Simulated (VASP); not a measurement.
# Valence-band splitting and top hole mass of GaAs (F-43m) under biaxial (001) strain at r2SCAN with spin-orbit coupling

Compressing or stretching GaAs by the same amount in the (001) plane splits the top valence level by energies of the same order, yet leaves holes with very different masses at the top. We examine how the levels separate and why the mass depends on the sign of the strain. The question matters for transistors and lasers, where the top band governs hole transport and the density of states near the edge. The levels are calculated with r2SCAN and spin-orbit coupling on cells relaxed with LDA, with no stress along the normal. Level energies are distances below the valence-band top at the zone centre, and strain is counted from the relaxed cubic crystal.

## Calculations

The start is a typed prototype cell. The crystal was relaxed with LDA. Equal strain is imposed in the (001) plane; the strain along the normal is adjusted until the normal stress vanishes, and the atoms are relaxed with LDA. VASP 6.6.1, plane waves with PAW, cutoff 450 eV, no spin polarisation. Band edges are single points at r2SCAN with spin-orbit coupling on these cells, k mesh 7×7×7, read on short lines of k points at the zone centre and through the valleys; energies are counted from the valence-band top at the zone centre. Each level is the mean of a Kramers pair; masses are fitted within 0.05 1/Å of the zone centre and are rough where two bands nearly touch. All levels use the PAW data sets made with LDA.

Notes on method and selection:

- Runs that did not converge, have known faults or may not be shown are not listed, and runs on Ansatz's PAW sets soft_1 and soft_2 are kept to separate tables.

Columns:

- strain (%): strain in the plane (tension positive).
- second level (eV): second valence level below the top at Γ.
- third level (eV): third valence level below the top at Γ.
- mass, normal (mₑ): mass of the top hole band along the normal.
- mass, plane (mₑ): mass of the top hole band in the plane.

Input lines of one member:

```
PREC = Accurate
ENCUT = 450
EDIFF = 1E-06
NELM = 100
ISMEAR = 0
SIGMA = 0.02
LREAL = .FALSE.
ALGO = Normal
METAGGA = R2SCAN
LASPH = .TRUE.
LNONCOLLINEAR = .TRUE.
NBANDS = 28
GGA_COMPAT = .FALSE.
LSORBIT = .TRUE.
KPAR = 2
```

Command (options for logging and memory left out): `mpirun -np 2 vasp_ncl`

## Data

| member | sign of the strain | strain (%) | second level (eV) | third level (eV) | mass, normal (mₑ) | mass, plane (mₑ) |
| --- | --- | --- | --- | --- | --- | --- |
| −2 % | compression | −2.0 | 0.1212 | 0.469 | 0.293 | 0.101 |
| −1.5 % | compression | −1.5 | 0.0981 | 0.425 | 0.300 | 0.101 |
| −1 % | compression | −1.0 | 0.0701 | 0.389 | 0.305 | 0.102 |
| −0.5 % | compression | −0.5 | 0.0370 | 0.359 | 0.305 | 0.110 |
| 0 % | compression | 0.0 | 0.0000 | 0.337 | 0.310 | 0.310 |
| 0 % | tension | 0.0 | 0.0000 | 0.337 | 0.310 | 0.310 |
| +0.5 % | tension | 0.5 | 0.0402 | 0.359 | 0.062 | 0.214 |
| +1 % | tension | 1.0 | 0.0826 | 0.388 | 0.055 | 0.210 |
| +1.5 % | tension | 1.5 | ? | ? | ? | ? |
| +2 % | tension | 2.0 | 0.1692 | 0.455 | 0.051 | 0.217 |

Cells marked ? are withheld until the estimate has been made.

Least-squares fits to the members shown, with x = strain (%); R² and errors in the fitted variable (y, or ln y where the fit is in ln y):

| y | sign of the strain | members | fit | R² | rms residual | leave-one-out rms | the same for the mean of the others |
| --- | --- | --- | --- | --- | --- | --- | --- |
| third level (eV) | compression | 5 | y = 0.3298 − 0.06600 x | 0.98 | 0.0060 | 0.012 | 0.059 |
| third level (eV) | tension | 4 | y = 0.3324 + 0.05983 x | 0.99 | 0.0038 | 0.011 | 0.059 |
| second level (eV) | compression | 5 | y = 0.004580 − 0.06070 x | 0.99 | 0.0039 | 0.0081 | 0.054 |
| second level (eV) | tension | 4 | y = −0.001240 + 0.08485 x | 1.00 | 0.0010 | 0.0029 | 0.084 |

## Why the values move as they do

Without strain the top two levels coincide and the third lies 0.337 eV below them, the spin-orbit splitting $\Delta$. Strain makes the crystal tetragonal and separates the upper pair. At 2 % the second level is 0.1212 eV below the top in compression and 0.1692 eV in tension, or 0.1212 / 2.0 = 0.061 and 0.1692 / 2.0 = 0.085 eV per % of strain.

The standard strain model of the p-like valence states accounts for this asymmetry. Energies are counted here from the unstrained top, leaving out the shift common to all three levels. With a strain energy $p$, positive in tension, one level (heavy along the normal) lies at $-p$. The other two mix and lie at $\tfrac{1}{2}\left(p-\Delta\pm\sqrt{\Delta^2+2\Delta p+9p^2}\right)$. Mixing pushes the upper of these two upwards. In tension it is the top level, so the splitting grows; in compression it is the second level, so the splitting shrinks. With $\Delta$ fixed at 0.337 eV and $p$ taken from the second level, the model returns the third level within about 0.003 eV in every strained row shown.

The top hole band therefore changes character with the sign of the strain. In compression the level that is heavy along the normal is on top; in tension it is the upper mixed level, which is light along the normal. At 1 % compression its mass is 0.305 mₑ along the normal and 0.102 mₑ in the plane; at 1 % tension the values are 0.055 and 0.210 mₑ. Going from compression to tension thus lowers the normal mass by a factor of 0.305 / 0.055 = 5.5 and raises the in-plane mass by 0.210 / 0.102 = 2.1. For transport in the plane, compression gives the lighter top band.

This is an exchange of bands rather than a gradual change of one mass. The unstrained value of 0.310 mₑ belongs to one of two touching bands and is not a midpoint between the two regimes.

## An estimate before looking

Plain estimates from the members shown:

- +1.5 % (tension), fit at x = 1.5: 0.422 eV
- +1.5 % (tension), straight-line interpolation between +1 % and +2 %: w = (1.5 − 1.0) / (2.0 − 1.0) = 0.500, so 0.388 + 0.500 × (0.455 − 0.388) = 0.421 eV

The two plain estimates, 0.422 eV from the fit and 0.421 eV from interpolation, both use straight lines. On the tension side the third level curves upwards: its slope is (0.388 − 0.337) / 1.0 = 0.051 eV per % up to +1 % and (0.455 − 0.388) / 1.0 = 0.067 eV per % from there to +2 %. A chord between +1 % and +2 % should therefore lie slightly too high.

We take the curvature from the strain model. In tension the third level is $E_3=\sqrt{\Delta^2+2\Delta p+9p^2}$, which gives $p=\left(\sqrt{9E_3^2-8\Delta^2}-\Delta\right)/9$. With $\Delta$ = 0.337 eV, the shown third levels give $p$ per % of strain as $(\sqrt{9\times0.388^2-8\times0.337^2}-0.337)/9=0.0368$ eV at +1 % and $(\sqrt{9\times0.455^2-8\times0.337^2}-0.337)/(9\times2.0)=0.0356$ eV at +2 %. Their mean is (0.0368 + 0.0356) / 2 = 0.0362 eV, so at +1.5 % $p$ = 1.5 × 0.0362 = 0.0543 eV. Then

$E_3=\sqrt{0.337^2+2\times0.337\times0.0543+9\times0.0543^2}=0.420$ eV.

As a trial, we predicted the +1 % member from those at +0.5 % and +2 %. At +0.5 %, $p$ per % is $(\sqrt{9\times0.359^2-8\times0.337^2}-0.337)/(9\times0.5)=0.0365$ eV. Interpolation to +1 % gives 0.0365 − (0.0365 − 0.0356) / 3 = 0.0362 eV, and the third level is then $\sqrt{0.337^2+2\times0.337\times0.0362+9\times0.0362^2}=0.387$ eV, against 0.388 eV in the table. This miss of 0.001 eV, over a wider gap in strain than the one to be filled here, sets the error bar.

**Committed estimate, +1.5 % (tension): third level = 0.420 ± 0.001 eV.**

## The answer

| member | sign of the strain | strain (%) | second level (eV) | third level (eV) | mass, normal (mₑ) | mass, plane (mₑ) |
| --- | --- | --- | --- | --- | --- | --- |
| +1.5 % | tension | 1.5 | 0.1258 | 0.420 | 0.055 | 0.213 |

| member | estimate | third level (eV) | computed | estimate − computed | miss in error bars |
| --- | --- | --- | --- | --- | --- |
| +1.5 % (tension) | committed | 0.420 | 0.420 | 0.000 | 0.0 |
| +1.5 % (tension) | fit | 0.422 | 0.420 | +0.002 |  |
| +1.5 % (tension) | interpolation | 0.421 | 0.420 | +0.002 |  |

The computed third level at +1.5 % lies 0.420 eV below the top, equal to our estimate and inside its error bar of 0.001 eV. The straight-line fit and the interpolation were both too high by 0.002 eV, so allowing for curvature improved the estimate, though only slightly.

The upward bend is confirmed: the slope is (0.420 − 0.388) / 0.5 = 0.064 eV per % from +1 % to +1.5 % and (0.455 − 0.420) / 0.5 = 0.070 eV per % from there to +2 %. This is only a mild test of the strain model, because a parabola through the levels at 0, +1 and +2 % also gives 0.420 eV.

The second level is a stricter check. The strain energy used for the estimate, $p$ = 0.0543 eV, puts it at (3 × 0.0543 − 0.337 + 0.420) / 2 = 0.123 eV, against 0.1258 eV computed. The model, in which strain mixes two levels that spin-orbit coupling separates, thus describes both levels to about 0.003 eV, but a single $p$ with fixed $\Delta$ is not exact.

## Members off the line

Least-squares fits to the whole series, with x = strain (%); R² and errors in the fitted variable (y, or ln y where the fit is in ln y):

| y | sign of the strain | members | fit | R² | rms residual | leave-one-out rms | the same for the mean of the others |
| --- | --- | --- | --- | --- | --- | --- | --- |
| third level (eV) | compression | 5 | y = 0.3298 − 0.06600 x | 0.98 | 0.0060 | 0.012 | 0.059 |
| third level (eV) | tension | 5 | y = 0.3324 + 0.05940 x | 0.99 | 0.0035 | 0.0073 | 0.053 |
| second level (eV) | compression | 5 | y = 0.004580 − 0.06070 x | 0.99 | 0.0039 | 0.0081 | 0.054 |
| second level (eV) | tension | 5 | y = −0.001240 + 0.08480 x | 1.00 | 9.1×10⁻⁴ | 0.0019 | 0.075 |

Largest departures from the fit to the whole series:

| member | sign of the strain | third level (eV) | fit | computed − fit | in rms residuals |
| --- | --- | --- | --- | --- | --- |
| 0 % | tension | 0.337 | 0.332 | +0.005 | 1.3 |
| 0 % | compression | 0.337 | 0.330 | +0.007 | 1.2 |
| −2 % | compression | 0.469 | 0.462 | +0.007 | 1.2 |
| −1 % | compression | 0.389 | 0.396 | −0.007 | 1.1 |

No member stands out: the largest departure from the straight lines is 1.3 rms residuals. The signs follow from fitting a line to a curve that bends upwards, with the unstrained state (+0.005 and +0.007 eV in the two fits) and −2 % (+0.007 eV) above the line and −1 % (−0.007 eV) below it.

## Closing remarks

Between −2 % and +2 %, either sign of strain splits the upper pair, and the sign decides which band is on top. In the strained rows the top band's in-plane mass is 0.101 to 0.110 mₑ in compression and 0.210 to 0.217 mₑ in tension. A third level between tension members can be estimated to about 0.001 eV if the curvature is kept.

At room temperature, with a thermal energy of roughly 0.026 eV and few holes, a zone-centre state in the second level is occupied by a hole exp(−0.0701 / 0.026) = 0.07 times as often as one in the top level at 1 % compression, and 0.04 times at 1 % tension.

Two omissions matter. Semilocal functionals underestimate the gap, which probably makes the light masses too small by some tens of per cent, an error comparable with or larger than the variation of the normal mass among the strained tension rows. In thin quantum wells, confinement can shift the levels by tens of meV; it adds to the splitting in compression and opposes it in tension.

[Logs are printed without paths, hosts, clocks, repeated set-up lines and the standing remarks that a program may print on its own settings, such as how far it seeks lower states.]
